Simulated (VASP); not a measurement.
Method: PBE GGA, VASP's PBE PAW potentials (set 64) (plane waves; VASP).

VASP ran on this input.

INCAR:
```
SYSTEM = CdF2
PREC = Accurate
ENCUT = 620
EDIFF = 1E-6
NELM = 100
ALGO = Normal
LREAL = .FALSE.
LASPH = .TRUE.
ISMEAR = 0
SIGMA = 0.05
GGA = PE
LMAXMIX = 4
LWAVE = .FALSE.
LCHARG = .FALSE.
IBRION = 2
ISIF = 3
NSW = 40
EDIFFG = -0.02
PSTRESS = 50
```

File POSCAR:
```
CdF2
1
    0.0000000000     2.7432900626     2.7432900626
    2.7432900626     0.0000000000     2.7432900626
    2.7432900626     2.7432900626     0.0000000000
Cd F
1 2
Direct
  0.0000000000   0.0000000000   0.0000000000
  0.2500000000   0.2500000000   0.2500000000
  0.7500000000   0.7500000000   0.7500000000
```

**KPOINTS**
```
Automatic
0
Gamma
  7 7 7
```

POTCAR, in this order: Cd F (PBE.64 set). Program: vasp_std.

Output of the run:

OSZICAR:
```
       N       E                     dE             d eps       ncg     rms          rms(c)
DAV:   1     0.225078146991E+03    0.22508E+03   -0.17191E+04   696   0.176E+03
DAV:   2    -0.263615996820E+01   -0.22771E+03   -0.22127E+03   802   0.406E+02
DAV:   3    -0.126393253012E+02   -0.10003E+02   -0.99856E+01   739   0.954E+01
DAV:   4    -0.126939934618E+02   -0.54668E-01   -0.54658E-01   785   0.709E+00
DAV:   5    -0.126941980283E+02   -0.20457E-03   -0.20455E-03   755   0.371E-01    0.977E+00
DAV:   6    -0.108872537792E+02    0.18069E+01   -0.54605E+00   885   0.459E+01    0.699E+00
DAV:   7    -0.109291318109E+02   -0.41878E-01   -0.92389E-01   683   0.102E+01    0.405E+00
DAV:   8    -0.109197005458E+02    0.94313E-02   -0.18636E-01   742   0.431E+00    0.776E-01
DAV:   9    -0.109091339037E+02    0.10567E-01   -0.47457E-02   816   0.258E+00    0.104E-01
DAV:  10    -0.109096866632E+02   -0.55276E-03   -0.33648E-03   701   0.762E-01    0.123E-01
DAV:  11    -0.109097807912E+02   -0.94128E-04   -0.22123E-04   724   0.190E-01    0.503E-02
DAV:  12    -0.109098131423E+02   -0.32351E-04   -0.10290E-04   706   0.928E-02    0.172E-02
DAV:  13    -0.109098153028E+02   -0.21605E-05   -0.60689E-06   745   0.225E-02    0.657E-03
DAV:  14    -0.109098152219E+02    0.80934E-07   -0.16663E-06   538   0.197E-02
   1 F= -.96212553E+01 E0= -.96212553E+01  d E =-.962126E+01
       N       E                     dE             d eps       ncg     rms          rms(c)
DAV:   1    -0.119561329359E+02   -0.10463E+01   -0.23149E+01   684   0.576E+01    0.799E+00
DAV:   2    -0.109388510702E+02    0.10173E+01   -0.37917E+00   688   0.189E+01    0.172E+00
DAV:   3    -0.108702981528E+02    0.68553E-01   -0.16873E-01   682   0.921E+00    0.155E+00
DAV:   4    -0.108612990176E+02    0.89991E-02   -0.32335E-02   720   0.229E+00    0.109E+00
DAV:   5    -0.108596557578E+02    0.16433E-02   -0.82492E-03   710   0.134E+00    0.230E-01
DAV:   6    -0.108592137733E+02    0.44198E-03   -0.22118E-03   838   0.964E-01    0.298E-02
DAV:   7    -0.108592464855E+02   -0.32712E-04   -0.17213E-04   712   0.123E-01    0.253E-02
DAV:   8    -0.108592465889E+02   -0.10335E-06   -0.19025E-05   747   0.835E-02    0.416E-03
DAV:   9    -0.108592465851E+02    0.37876E-08   -0.16062E-06   537   0.185E-02
   2 F= -.96483854E+01 E0= -.96483854E+01  d E =-.271301E-01
       N       E                     dE             d eps       ncg     rms          rms(c)
DAV:   1    -0.109458890968E+02   -0.86643E-01   -0.13848E+00   684   0.145E+01    0.198E+00
DAV:   2    -0.108864991901E+02    0.59390E-01   -0.21756E-01   686   0.458E+00    0.457E-01
DAV:   3    -0.108821882475E+02    0.43109E-02   -0.10321E-02   680   0.197E+00    0.476E-01
DAV:   4    -0.108815750274E+02    0.61322E-03   -0.15022E-03   685   0.505E-01    0.324E-01
DAV:   5    -0.108814153534E+02    0.15967E-03   -0.33152E-04   708   0.231E-01    0.353E-02
DAV:   6    -0.108813998402E+02    0.15513E-04   -0.60678E-05   821   0.158E-01    0.751E-03
DAV:   7    -0.108814004247E+02   -0.58449E-06   -0.75558E-06   707   0.318E-02
   3 F= -.96518874E+01 E0= -.96518874E+01  d E =-.306321E-01
```

File OUTCAR:
```
------------------------ aborting loop because EDIFF is reached ----------------------------------------
  FORCE on cell =-STRESS in cart. coord.  units (eV):
  Direction    XX          YY          ZZ          XY          YZ          ZX
  --------------------------------------------------------------------------------------
  Total        1.2267197      1.2267197      1.2267197      0.0000000      0.0000000     -0.0000000
  in kB       49.8864068     49.8864068     49.8864068      0.0000000      0.0000000     -0.0000000
  external PRESSURE =      -0.1135932 kB  Pullay stress =      50.0000000 kB
  volume of cell :       39.40
      direct lattice vectors                 reciprocal lattice vectors
    -0.000000000  2.700730414  2.700730414    -0.185135102  0.185135102  0.185135102
     2.700730414  0.000000000  2.700730414     0.185135102 -0.185135102  0.185135102
     2.700730414  2.700730414 -0.000000000     0.185135102  0.185135102 -0.185135102
 POSITION                                       TOTAL-FORCE (eV/Angst)
 -----------------------------------------------------------------------------------
      0.00000      0.00000      0.00000         0.000000      0.000000      0.000000
      1.35037      1.35037      1.35037         0.000000      0.000000      0.000000
      4.05110      4.05110      4.05110        -0.000000     -0.000000     -0.000000
 -----------------------------------------------------------------------------------
    total drift:                                0.000000     -0.000000      0.000000
  FREE ENERGIE OF THE ION-ELECTRON SYSTEM (eV)
  ---------------------------------------------------
  free  energy   TOTEN  =       -10.8814004247 eV

  energy  without entropy=      -10.8814004247  energy(sigma->0) =      -10.88140042
  enthalpy is  TOTEN    =        -9.6518874301 eV   P V=        1.2295129946

 reached required accuracy - stopping structural energy minimisation
```
(Selected blocks of OUTCAR.)

**CONTCAR**
```
CdF2
   1.00000000000000
    -0.0000000000000000    2.7007304136992976    2.7007304136992976
     2.7007304136992976    0.0000000000000000    2.7007304136992976
     2.7007304136992976    2.7007304136992976   -0.0000000000000000
  Cd              F
     1     2
Direct
     0.0000000000000000    0.0000000000000000    0.0000000000000000
     0.2500000000000000    0.2500000000000000    0.2500000000000000
     0.7500000000000000    0.7500000000000000    0.7500000000000000
```

Energy and stress use the plane-wave basis of the starting cell.

The compound is CdF2 in the fluorite structure. This run relaxes it under an external pressure of 5 GPa. Symmetry was kept, so distortions that lower it aren't found.
